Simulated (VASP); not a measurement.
OSZICAR of a VASP run on PtS$_{2}$ (1T layered):

OSZICAR:
```
       N       E                     dE             d eps       ncg     rms          rms(c)
DAV:   1     0.117984914748E+03    0.11798E+03   -0.10648E+04  1240   0.132E+03
DAV:   2    -0.682489821713E+01   -0.12481E+03   -0.12271E+03  1515   0.246E+02
DAV:   3    -0.117517557985E+02   -0.49269E+01   -0.48974E+01  1564   0.524E+01
DAV:   4    -0.118068465080E+02   -0.55091E-01   -0.55079E-01  1508   0.604E+00
DAV:   5    -0.118076859890E+02   -0.83948E-03   -0.83946E-03  1634   0.730E-01    0.183E+01
DAV:   6    -0.107981749038E+02    0.10095E+01   -0.78922E+00  1221   0.286E+01    0.123E+01
DAV:   7    -0.105527262013E+02    0.24545E+00   -0.13778E+00  1214   0.130E+01    0.578E+00
DAV:   8    -0.105348702014E+02    0.17856E-01   -0.92190E-02  1354   0.222E+00    0.135E+00
DAV:   9    -0.105296973250E+02    0.51729E-02   -0.13541E-02  1389   0.131E+00    0.269E-01
DAV:  10    -0.105298153848E+02   -0.11806E-03   -0.18452E-03  1403   0.312E-01    0.751E-02
DAV:  11    -0.105298448474E+02   -0.29463E-04   -0.53806E-05  1508   0.663E-02    0.400E-02
DAV:  12    -0.105298460664E+02   -0.12191E-05   -0.74344E-06  1410   0.280E-02    0.117E-02
DAV:  13    -0.105298468243E+02   -0.75788E-06   -0.13851E-06  1403   0.928E-03    0.328E-03
DAV:  14    -0.105298468848E+02   -0.60507E-07   -0.11240E-07  1202   0.310E-03
   1 F= -.10529847E+02 E0= -.10529847E+02  d E =0.000000E+00
```

### Question
Which electronic solver shows in the log?

### Answer
It is blocked Davidson (ALGO = Normal, or the opening steps of other solvers). The INCAR had ALGO = Normal.

### Question
Can the final energy be trusted as converged?

### Answer
Self-consistency was reached. It stopped with EDIFF = 1E-7, NELM = 100 (vdW-DF-cx, plane waves, VASP's PBE PAW potentials (set 64)).

The compound is PtS2 in the 1T layered structure. It was relaxed first.
